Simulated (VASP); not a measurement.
Computed with revPBE GGA, VASP's PBE PAW potentials (set 64) (plane waves; VASP).

VASP ran on this input.

**INCAR**
```
SYSTEM = Al
PREC = Accurate
ENCUT = 520
EDIFF = 1E-7
NELM = 100
ALGO = Normal
LREAL = .FALSE.
LASPH = .TRUE.
ISMEAR = -5
GGA = RE
LWAVE = .FALSE.
LCHARG = .TRUE.
LORBIT = 11
NEDOS = 601
ISIF = 2
```

**KPOINTS**
```
Automatic mesh
0
Gamma
17 17 17
0 0 0
```

File POSCAR:
```
Al
1
   -0.0000000000     2.0266889392     2.0266889392
    2.0266889392    -0.0000000000     2.0266889392
    2.0266889392     2.0266889392    -0.0000000000
Al
1
Direct
  0.0000000000   0.0000000000   0.0000000000
```

POTCAR, in this order: Al (PBE.64 set). Program: vasp_std.

Problem. Estimate the energy per atom (σ→0), band gap (on the k-mesh).

Solution. 
| Quantity | Result |
|---|---|
| energy per atom (σ→0) | -3.555 eV/atom |
| band gap (on the k-mesh) | none (metal, semimetal or under 0.01 eV) |

**OSZICAR**
```
...
DAV:   6    -0.356466585545E+01    0.12175E-01   -0.15418E-03  1960   0.338E-01    0.993E-01
DAV:   7    -0.355531373431E+01    0.93521E-02   -0.47164E-03  1955   0.545E-01    0.177E-01
DAV:   8    -0.355531016630E+01    0.35680E-05   -0.21203E-05  2175   0.469E-02    0.249E-02
DAV:   9    -0.355530966920E+01    0.49710E-06   -0.12749E-06  2085   0.881E-03    0.975E-04
DAV:  10    -0.355530936209E+01    0.30710E-06   -0.51914E-09  1590   0.808E-04    0.110E-03
DAV:  11    -0.355530925085E+01    0.11125E-06   -0.40425E-10  1105   0.198E-04    0.134E-04
DAV:  12    -0.355530926328E+01   -0.12433E-07   -0.47693E-11   985   0.636E-05
   1 F= -.35553093E+01 E0= -.35553093E+01  d E =0.000000E+00
```

The compound is Al in the fcc structure. It was relaxed first.
